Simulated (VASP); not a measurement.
Input for VASP

POSCAR:
```
CdS
1
    0.0000000000     5.6090075400     5.6090075400
    5.6090075400     0.0000000000     5.6090075400
    5.6090075400     5.6090075400     0.0000000000
Cd S
1 1
Direct
  0.0000000000   0.0000000000   0.0000000000
  0.2500000000   0.2500000000   0.2500000000
```

File KPOINTS:
```
Automatic mesh
0
Gamma
3 3 3
0 0 0
```

### INCAR
```
SYSTEM = CdS
PREC = Accurate
ENCUT = 400
EDIFF = 1E-6
NELM = 100
ALGO = Normal
LREAL = .FALSE.
LASPH = .TRUE.
ISMEAR = 0
SIGMA = 0.05
GGA = PE
LMAXMIX = 4
LWAVE = .FALSE.
LCHARG = .FALSE.
ISIF = 2
```

POTCAR, in this order: Cd S (PBE.64 set). Program: vasp_std.

Output

### standard output
```
 POSCAR found type information on POSCAR CdS
 POSCAR found :  2 types and       2 ions
 Reading from existing POTCAR
 Reading from existing POTCAR
 LDA part: xc-table for (Slater+PW92), standard interpolation
 POSCAR, INCAR and KPOINTS ok, starting setup
 WAVECAR not read
 entering main loop
       N       E                     dE             d eps       ncg     rms          rms(c)
DAV:   1     0.123139069705E+03    0.12314E+03   -0.48819E+03   104   0.770E+02
DAV:   2     0.118303851067E+02   -0.11131E+03   -0.10685E+03   179   0.182E+02
DAV:   3    -0.256207431031E+01   -0.14392E+02   -0.13565E+02   104   0.820E+01
DAV:   4    -0.282382050003E+01   -0.26175E+00   -0.26160E+00   124   0.113E+01
DAV:   5    -0.282760942520E+01   -0.37889E-02   -0.37889E-02   119   0.135E+00    0.638E+00
DAV:   6    -0.189590986241E+01    0.93170E+00   -0.62651E+01   104   0.123E+01    0.485E+00
DAV:   7    -0.907115173120E+00    0.98879E+00   -0.16829E+00   104   0.679E+00    0.213E+00
DAV:   8    -0.552805186101E+00    0.35431E+00   -0.46893E-01   104   0.319E+00    0.794E-01
DAV:   9    -0.534251975950E+00    0.18553E-01   -0.34054E-02   104   0.795E-01    0.284E-01
DAV:  10    -0.534237375130E+00    0.14601E-04   -0.11776E-02   104   0.458E-01    0.226E-01
DAV:  11    -0.536871035301E+00   -0.26337E-02   -0.98883E-04   104   0.131E-01    0.246E-01
DAV:  12    -0.535409627579E+00    0.14614E-02   -0.19030E-03   104   0.239E-01    0.981E-02
DAV:  13    -0.535294491473E+00    0.11514E-03   -0.11319E-04   104   0.410E-02    0.674E-02
DAV:  14    -0.535370311242E+00   -0.75820E-04   -0.22124E-04   104   0.528E-02    0.171E-02
DAV:  15    -0.535481069514E+00   -0.11076E-03   -0.61682E-05   104   0.292E-02    0.700E-03
DAV:  16    -0.535554389317E+00   -0.73320E-04   -0.22218E-05   104   0.223E-02    0.347E-02
DAV:  17    -0.535506842898E+00    0.47546E-04   -0.10983E-05   109   0.166E-02    0.933E-03
DAV:  18    -0.535504351168E+00    0.24917E-05   -0.13874E-06   104   0.525E-03    0.218E-03
DAV:  19    -0.535504500052E+00   -0.14888E-06   -0.41707E-07    60   0.189E-03
   1 F= -.53550450E+00 E0= -.52250303E+00  d E =-.260029E-01
```

File OUTCAR:
```
------------------------ aborting loop because EDIFF is reached ----------------------------------------
  FORCE on cell =-STRESS in cart. coord.  units (eV):
  Direction    XX          YY          ZZ          XY          YZ          ZX
  --------------------------------------------------------------------------------------
  Total       -0.9960291     -0.9960291     -0.9960291     -0.0000000     -0.0000000     -0.0000000
  in kB       -4.5216249     -4.5216249     -4.5216249     -0.0000000     -0.0000000     -0.0000000
  external PRESSURE =      -4.5216249 kB  Pullay stress =       0.0000000 kB
  volume of cell :      352.93
      direct lattice vectors                 reciprocal lattice vectors
     0.000000000  5.609007540  5.609007540    -0.089142330  0.089142330  0.089142330
     5.609007540  0.000000000  5.609007540     0.089142330 -0.089142330  0.089142330
     5.609007540  5.609007540  0.000000000     0.089142330  0.089142330 -0.089142330
  FREE ENERGIE OF THE ION-ELECTRON SYSTEM (eV)
  ---------------------------------------------------
  free  energy   TOTEN  =        -0.5355045001 eV

  energy  without entropy=       -0.5095015627  energy(sigma->0) =       -0.52250303
```
(Selected blocks of OUTCAR.)

### Question
The run ends quietly. Is anything wrong with it?

### Answer
The cause: the lattice was typed in bohr, and VASP reads ångström. The run ends without an error. Against the sound run, the energy per atom (σ→0) rises by 2.810 eV/atom; the pressure decreases by 0.09 GPa; the band gap falls by 1.03 eV; the volume grows by 570 %. To mend it, correct POSCAR, correct KPOINTS.
File POSCAR:
```
CdS
1
    0.0000000000     2.9682000000     2.9682000000
    2.9682000000     0.0000000000     2.9682000000
    2.9682000000     2.9682000000     0.0000000000
Cd S
1 1
Direct
  0.0000000000   0.0000000000   0.0000000000
  0.2500000000   0.2500000000   0.2500000000
```
File KPOINTS:
```
Automatic mesh
0
Gamma
6 6 6
0 0 0
```
The mended run (PBE GGA, plane waves, VASP's PBE PAW potentials (set 64)) converges, and its OSZICAR ends with
```
   1 F= -.61426666E+01 E0= -.61426666E+01  d E =-.214088E-16
```

The compound is CdS in the zinc blende structure, a metastable form; wurtzite is the usual one. The cell was not relaxed at this level.
